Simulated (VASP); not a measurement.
Here is the system:

```
Na
1.0
   -2.13000     2.13000     2.13000
    2.13000    -2.13000     2.13000
    2.13000     2.13000    -2.13000
Na
1
Cartesian
  0.00000   0.00000   0.00000
```

Computed with PBEsol GGA, VASP's PBE PAW potentials (set 64) (plane waves; VASP). Settings: 400 eV cut-off, 11×11×11 Γ-centred mesh, first-order Methfessel-Paxton smearing of 0.10 eV, potentials Na_pv.

Energy and stress use the plane-wave basis of the starting cell.

### Question
The ions, cell shape and volume are relaxed. Which structure does the run end with?

### Answer

```
Na
1.0
   -2.06918     2.06918     2.06918
    2.06918    -2.06918     2.06918
    2.06918     2.06918    -2.06918
Na
1
Direct
  0.00000   0.00000   0.00000
```
Space group Im-3m (229), at a tolerance of 0.03 Å.

### Question
How do energy and volume change from the first to the last step?

### Answer
The energy (σ→0) changes by -7.0 meV/atom and the volume by -8.3 %, in 4 ionic steps.

```
step  E(σ→0) (eV)  max force (eV/Å)  pressure (GPa)  volume (Å³)
----  -----------  ----------------  --------------  -----------
1         -1.3978             0.000           -0.66        38.65
2         -1.4010             0.000           -0.52        37.78
3         -1.4048             0.000            0.05        35.22
4         -1.4048             0.000           -0.03        35.44
```

The compound is Na in the bcc structure. This run relaxes it. Symmetry was kept, so distortions that lower it aren't found.
